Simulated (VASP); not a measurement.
Input for VASP

INCAR:
```
SYSTEM = ZnSe
PREC = Accurate
ENCUT = 400
EDIFF = 1E-6
NELM = 5
ALGO = Normal
LREAL = .FALSE.
LASPH = .TRUE.
ISMEAR = 0
SIGMA = 0.05
GGA = PE
LMAXMIX = 4
LWAVE = .FALSE.
LCHARG = .FALSE.
ISIF = 2
```

File KPOINTS:
```
Automatic mesh
0
Gamma
6 6 6
0 0 0
```

File POSCAR:
```
ZnSe
1
    0.0000000000     2.8917000000     2.8917000000
    2.8917000000     0.0000000000     2.8917000000
    2.8917000000     2.8917000000     0.0000000000
Zn Se
1 1
Direct
  0.0000000000   0.0000000000   0.0000000000
  0.2500000000   0.2500000000   0.2500000000
```

POTCAR, in this order: Zn Se (PBE.64 set). Program: vasp_std.

The resulting files:

File standard output:
```
 POSCAR found type information on POSCAR ZnSe
 POSCAR found :  2 types and       2 ions
 Reading from existing POTCAR
 Reading from existing POTCAR
 LDA part: xc-table for (Slater+PW92), standard interpolation
 POSCAR, INCAR and KPOINTS ok, starting setup
 WAVECAR not read
 entering main loop
       N       E                     dE             d eps       ncg     rms          rms(c)
DAV:   1     0.784085671507E+02    0.78409E+02   -0.79158E+03   416   0.129E+03
DAV:   2    -0.112394720416E+01   -0.79533E+02   -0.76170E+02   446   0.247E+02
DAV:   3    -0.626522703129E+01   -0.51413E+01   -0.51203E+01   511   0.649E+01
DAV:   4    -0.631547667418E+01   -0.50250E-01   -0.50240E-01   471   0.709E+00
DAV:   5    -0.631576247849E+01   -0.28580E-03   -0.28580E-03   496   0.489E-01

 -----------------------------------------------------------------------------
|                                                                             |
|           W    W    AA    RRRRR   N    N  II  N    N   GGGG   !!!           |
|           W    W   A  A   R    R  NN   N  II  NN   N  G    G  !!!           |
|           W    W  A    A  R    R  N N  N  II  N N  N  G       !!!           |
|           W WW W  AAAAAA  RRRRR   N  N N  II  N  N N  G  GGG   !            |
|           WW  WW  A    A  R   R   N   NN  II  N   NN  G    G                |
|           W    W  A    A  R    R  N    N  II  N    N   GGGG   !!!           |
|                                                                             |
|     The electronic self-consistency was not achieved in the given           |
|     number of steps (NELM). The forces and other quantities evaluated       |
|     might not be reliable so examine the results carefully. If you find     |
|     spurious results, we suggest increasing NELM, if you were close to      |
|     convergence or switching to a different ALGO or adjusting the           |
|     density mixing parameters otherwise.                                    |
|                                                                             |
 -----------------------------------------------------------------------------

   1 F= -.63157625E+01 E0= -.63157625E+01  d E =-.362383E-14
```

**OUTCAR**
```
------------------------ aborting loop EDIFF was not reached (unconverged)  ----------------------------
  FORCE on cell =-STRESS in cart. coord.  units (eV):
  Direction    XX          YY          ZZ          XY          YZ          ZX
  --------------------------------------------------------------------------------------
  Total      -13.6805015    -13.6805015    -13.6805015      0.0000000      0.0000000      0.0000000
  in kB     -453.2344371   -453.2344371   -453.2344371      0.0000000      0.0000000      0.0000000
  external PRESSURE =    -453.2344371 kB  Pullay stress =       0.0000000 kB
  volume of cell :       48.36
      direct lattice vectors                 reciprocal lattice vectors
     0.000000000  2.891700000  2.891700000    -0.172908670  0.172908670  0.172908670
     2.891700000  0.000000000  2.891700000     0.172908670 -0.172908670  0.172908670
     2.891700000  2.891700000  0.000000000     0.172908670  0.172908670 -0.172908670
  FREE ENERGIE OF THE ION-ELECTRON SYSTEM (eV)
  ---------------------------------------------------
  free  energy   TOTEN  =        -6.3157624785 eV

  energy  without entropy=       -6.3157624785  energy(sigma->0) =       -6.31576248
```
(Selected blocks of OUTCAR.)

Q: Read input and log: which fault does this run have?
(A) NELM is too small, so the electronic loop ends before EDIFF is met
(B) MAGMOM holds more values than there are atoms
(C) LDA potentials were taken and GGA is not set, so the run is LDA and not PBE
(D) EDIFF is too loose for the force threshold

A: A, NELM is too small, so the electronic loop ends before EDIFF is met. The run did not converge; its last values are not results. Against the sound run, the energy per atom (σ→0) falls by 0.147 eV/atom; the pressure falls by 43.90 GPa; the band gap increases by 0.33 eV.

To mend it, set NELM = 100.

The mended run (PBE GGA, plane waves, VASP's PBE PAW potentials (set 64)) converges, and its OSZICAR ends with
```
   1 F= -.60219885E+01 E0= -.60219885E+01  d E =-.126105E-16
```

The compound is ZnSe in the zinc blende structure. The cell was not relaxed at this level.
